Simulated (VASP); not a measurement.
Energy against volume of NaI (rock salt). Level of theory: HSE06 screened hybrid, VASP's PBE PAW potentials (set 64) (plane waves; VASP 6.6.1). Run with 520 eV cut-off, 6×6×6 Γ-centred mesh, Gaussian smearing of 0.050 eV, potentials Na_pv I.

```csv
V (Å³/atom),E (eV/atom)
31.638,-3.12745
32.681,-3.13469
33.724,-3.13789
34.767,-3.13770
```

Q: Fit these four points and predict the energy of the run at 35.810 Å³/atom.

A: A cubic in V^(−2/3), the third-order Birch-Murnaghan form, passes through the four points with V0 = 34.17 Å³/atom and B0 = 16 GPa, and gives -3.1347 eV/atom there. The run gave -3.1347 eV/atom, +0.0 meV/atom from the fit; all five points give B0 = 16 GPa.

The compound is NaI in the rock salt structure. It was relaxed first. The cell's shape comes from a PBE relaxation.
